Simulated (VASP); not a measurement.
# MgCd2Te3 (I-4m2) in VASP: single point with r2SCAN

Aim: the single point of MgCd2Te3 with r2SCAN.

Everything below comes from runs of VASP 6.6.1. Logs are shortened: lines on timing, memory, paths and dates and some standing lists are left out, and cuts for length are marked.

**1. Starting point**

The structure is tetragonal, space group I-4m2 (No. 119). Conventional cell: a = 4.659 Å, b = 4.659 Å, c = 19.708 Å, α = 90.00°, β = 90.00°, γ = 90.00°. Around Mg (site symmetry -4m2) lie 4 Te at 2.82 Å. Around Cd (site symmetry 2mm) lie 4 Te at 2.86 to 2.87 Å. Te (site symmetry 2mm) has 2 Mg at 2.82 Å and 2 Cd at 2.87 Å as nearest neighbours. Te (site symmetry -4m2) has 4 Cd at 2.86 Å as nearest neighbours.

The cell was built by a generator and needn't be a form met in nature.

**2. Single point, r2SCAN**

Input file INCAR:

```
SYSTEM = MgCd2Te3
PREC = Accurate ; ENCUT = 520
EDIFF = 1E-6 ; ISMEAR = 0
SIGMA = 0.03 ; LREAL = .FALSE.
LASPH = .TRUE. ; NELM = 150
ALGO = Normal ; ISIF = 2
LWAVE = .FALSE. ; LCHARG = .FALSE.
METAGGA = R2SCAN ; LMIXTAU = .TRUE.
KPAR = 4
```

Input file KPOINTS:

```
Automatic mesh
0
G
  8 8 8
  0 0 0
```

Input file POSCAR:

```
MgCd2Te3
1.0
   -2.3297000000      2.3297000000      9.8539400000
    2.3297000000     -2.3297000000      9.8539400000
    2.3297000000      2.3297000000     -9.8539400000
Mg Cd Te
1 2 3
Direct
    0.0000000000      0.0000000000      0.0000000000
    0.3344760000      0.3344760000      0.0000000000
    0.6655240000      0.6655240000      0.0000000000
    0.9193660000      0.4193660000      0.5000000000
    0.5806340000      0.0806340000      0.5000000000
    0.2500000000      0.7500000000      0.5000000000
```

Potentials or basis: VASP PAW PBE potentials, release 64 (Mg, Cd, Te).

Started as:

```bash
$ cat potpaw_PBE.64/Mg/POTCAR potpaw_PBE.64/Cd/POTCAR potpaw_PBE.64/Te/POTCAR > POTCAR
$ mpirun -np 4 vasp_std > vasp.out
```

OUTCAR:

```text
SYSTEM = MgCd2Te3
   PREC = Accurate
   ENCUT = 520
   EDIFF = 1E-6
   ISMEAR = 0
   LREAL = .FALSE.
   LASPH = .TRUE.
   NELM = 150
   ISIF = 2
   METAGGA = R2SCAN

 ion  position               nearest neighbor table
   1  0.000  0.000  0.000-   5 2.82   4 2.82   5 2.82   4 2.82
   2  0.334  0.334  0.000-   6 2.86   6 2.86   4 2.87   4 2.87
   3  0.666  0.666  0.000-   6 2.86   6 2.86   5 2.87   5 2.87
   4  0.919  0.419  0.500-   1 2.82   1 2.82   2 2.87   2 2.87
   5  0.581  0.081  0.500-   1 2.82   1 2.82   3 2.87   3 2.87
   6  0.250  0.750  0.500-   2 2.86   3 2.86   2 2.86   3 2.86

  LATTYP: Found a body centered tetragonal cell.
 ALAT       =     4.6594000000
 C/A-ratio  =     4.2297033953

  Lattice vectors:

 A1 = (  -2.3297000000,   2.3297000000,   9.8539400000)
 A2 = (   2.3297000000,  -2.3297000000,   9.8539400000)
 A3 = (   2.3297000000,   2.3297000000,  -9.8539400000)

Analysis of symmetry for initial positions (statically):
=====================================================================
 Subroutine PRICEL returns:
 Original cell was already a primitive cell.

 Routine SETGRP: Setting up the symmetry group for a
 body centered tetragonal supercell.

 Subroutine GETGRP returns: Found  8 space group operations
 (whereof  8 operations were pure point group operations)
 out of a pool of 16 trial point group operations.

The static configuration has the point symmetry D_2d.

Analysis of symmetry for dynamics (positions and initial velocities):
=====================================================================
 Subroutine PRICEL returns:
 Original cell was already a primitive cell.

 Routine SETGRP: Setting up the symmetry group for a
 body centered tetragonal supercell.

 Subroutine GETGRP returns: Found  8 space group operations
 (whereof  8 operations were pure point group operations)
 out of a pool of 16 trial point group operations.

The dynamic configuration has the point symmetry D_2d.

 Subroutine INISYM returns: Found  8 space group operations
 (whereof  8 operations are pure point group operations),
 and found     1 'primitive' translations

----------------------------------------------------------------------------------------

                                     Primitive cell

[... 99 lines left out ...]
   LREAL  =      F    real-space projection
   EDIFFG = 0.1E-04   stopping-criterion for IOM
   NSW    =      0    number of steps for IOM
   IBRION =     -1    ionic relax: 0-MD 1-quasi-New 2-CG
   NFREE  =      0    steps in history (QN), initial steepest desc. (CG)
   ISIF   =      2    stress and relaxation
   ISYM   =      2    0-nonsym 1-usesym 2-fastsym
   POTIM  = 0.5000    time-step for ionic-motion
   TEBEG  =    0.0;   TEEND  =   0.0 temperature during run
   PSTRESS=    0.0 pullay stress
   NELECT =      44.0000    total number of electrons
   NUPDOWN=      -1.0000    fix difference up-down
   EMIN   =  10.00;   EMAX   =-10.00  energy-range for DOS
   EFERMI =   0.00;   METHOD = LEGACY
   ISMEAR =     0;   SIGMA  =   0.03  broadening in eV -4-tet -1-fermi 0-gaus
   EFERMI_NEDOS =   21; number of points for ismear=-14 and -15
   IALGO  =     38    algorithm
   IMIX   =      4    mixing-type and parameters
     AMIX     =   0.40;   BMIX     =  1.00
     AMIX_MAG =   1.60;   BMIX_MAG =  1.00
  volume/ion in A,a.u.               =      35.65       240.61
  Fermi-wavevector in a.u.,A,eV,Ry     =   0.966353  1.826142 12.705636  0.933838
  Thomas-Fermi vector in A             =   2.096147
   LORBIT       =      0    0 simple, 1 ext, 2 COOP (PROOUT), +10 PAW based schemes
   METAGGA = R2SCAN    functional components
   LHFCALC =     F    Hartree Fock is set to
   AEXX    =    0.0000 exact exchange contribution
   IVDW    =     0    specifies the selected vdW correction
   LEPSILON=     F    determine dielectric tensor
   LRPA    =     F    only Hartree local field effects (RPA)
 non-spin polarized calculation
 Gauss-broadening in eV      SIGMA  =   0.03
  energy-cutoff  :      520.00
  volume of cell :      213.93
 maximum number of plane-waves:      5812
 NGX is ok and might be reduce to    80
   NGX = 39   NGY = 39   NGZ = 39

 number of electron      44.0000004 magnetization

 Free energy of the ion-electron system (eV)
  ---------------------------------------------------
  ext. energy  EPLUGINS =         0.00000000
  ---------------------------------------------------
  free energy    TOTEN  =      -124.94601586 eV

  energy without entropy =     -124.94601586  energy(sigma->0) =     -124.94601586

 E-fermi :   1.6792     XC(G=0):  -8.5870

 val. band max:        1.5378449778   @ k =   0.0000   0.0000   0.0000
 cond. band min:       3.1420608714   @ k =   0.0000   0.0000   0.0000
 fundamental gap:      1.6042158936
 Fermi energy:         1.6791514154

 k-point     1 :       0.0000    0.0000    0.0000
  band No.  band energies     occupation
      1      -9.4137      2.00000
      2      -9.0839      2.00000
      3      -8.8810      2.00000
      4      -6.6363      2.00000
      5      -6.6363      2.00000
      6      -6.5658      2.00000
[... 685 lines left out ...]
     25       5.6273      0.00000
     26       6.0778      0.00000

 [... further k-points ...]

------------------------ aborting loop because EDIFF is reached ----------------------------------------

  FORCE on cell =-STRESS in cart. coord.  units (eV):
  Direction    XX          YY          ZZ          XY          YZ          ZX
  --------------------------------------------------------------------------------------
  -------------------------------------------------------------------------------------
  Total       -1.2409223     -1.2409223     -1.2537970      0.0000000      0.0000000     -0.0000000
  in kB       -9.2936278     -9.2936278     -9.3900498      0.0000000      0.0000000     -0.0000000
  external PRESSURE =      -9.3257685 kB  Pullay stress =       0.0000000 kB

 VOLUME and BASIS-vectors are now :
 -----------------------------------------------------------------------------
  energy-cutoff  :      520.00
  volume of cell :      213.93
      direct lattice vectors                 reciprocal lattice vectors
    -2.329700000  2.329700000  9.853940000     0.000000000  0.214619908  0.050741125
     2.329700000 -2.329700000  9.853940000     0.214619908  0.000000000  0.050741125
     2.329700000  2.329700000 -9.853940000     0.214619908  0.214619908  0.000000000

 POSITION                                       TOTAL-FORCE (eV/Angst)
 -----------------------------------------------------------------------------------
      0.00000      0.00000      0.00000        -0.000000      0.000000     -0.000000
      0.00000      0.00000      6.59181        -0.000000      0.000000     -0.004072
      0.00000      0.00000     13.11607        -0.000000      0.000000      0.004072
      0.00000      2.32970      8.26481         0.000000     -0.000000     -0.023437
      0.00000      2.32970      1.58913         0.000000     -0.000000      0.023437
      2.32970      0.00000      4.92697        -0.000000      0.000000     -0.000000
 -----------------------------------------------------------------------------------
    total drift:                               -0.000002      0.000002     -0.000000

  FREE ENERGIE OF THE ION-ELECTRON SYSTEM (eV)
  ---------------------------------------------------
  free  energy   TOTEN  =      -124.9460158598 eV

  energy  without entropy=     -124.9460158598  energy(sigma->0) =     -124.94601586
```

OSZICAR:

```text
N       E                     dE             d eps       ncg     rms          rms(c)
DAV:   1     0.152615878638E+03    0.15262E+03   -0.18961E+04  3076   0.145E+03
DAV:   2    -0.118239815651E+03   -0.27086E+03   -0.26584E+03  3584   0.308E+02
[... 18 lines left out ...]
DAV:  21    -0.124945990660E+03   -0.53438E-04   -0.11654E-04  3106   0.820E-02    0.198E-02
DAV:  22    -0.124945985229E+03    0.54318E-05   -0.34030E-05  3160   0.454E-02    0.147E-02
DAV:  23    -0.124945982173E+03    0.30553E-05   -0.45796E-06  3344   0.179E-02    0.142E-02
DAV:  24    -0.124946012864E+03   -0.30691E-04   -0.18667E-05  3118   0.312E-02    0.557E-03
DAV:  25    -0.124946015401E+03   -0.25366E-05   -0.22204E-06  2852   0.113E-02    0.262E-03
DAV:  26    -0.124946015860E+03   -0.45921E-06   -0.67205E-07  1886   0.693E-03
   1 F= -.12494602E+03 E0= -.12494602E+03  d E =-.153095E-13
```

stdout:

```text
POSCAR found type information on POSCAR MgCdTe
 POSCAR found :  3 types and       6 ions
 scaLAPACK will be used
 -----------------------------------------------------------------------------
|                                                                             |
|                                                                             |
|     You enforced a specific xc type in the INCAR file but a different       |
|     I HOPE YOU KNOW WHAT YOU ARE DOING!                                     |
|                                                                             |
 -----------------------------------------------------------------------------

 LDA part: xc-table for (None), standard interpolation
 POSCAR, INCAR and KPOINTS ok, starting setup
 FFT: planning ... GRIDC
 FFT: planning ... GRID_SOFT
 FFT: planning ... GRID
 WAVECAR not read
 entering main loop
```

It took 35 min on 4 MPI ranks of Intel Xeon Platinum 8488C (Sapphire Rapids), shared host; peak memory 1.4 GiB.

Results:

| Item | Value |
| --- | --- |
| Free energy | -124.9460 eV |
| Pressure | -0.9 GPa |
| Largest force | 0.023 eV/Å |
| Band gap on the k mesh | 1.60 eV, direct |

Forces on the atoms (eV/Å):
```
Mg   0.000  0.000  0.000
Cd   0.000  0.000 -0.004
Cd   0.000  0.000  0.004
Te   0.000  0.000 -0.023
Te   0.000  0.000  0.023
Te   0.000  0.000  0.000
```

Caveat: the PAW data sets were made with another functional, which shifts forces and pressure a little; spin-orbit coupling is left out, which moves the levels of the heavy elements.
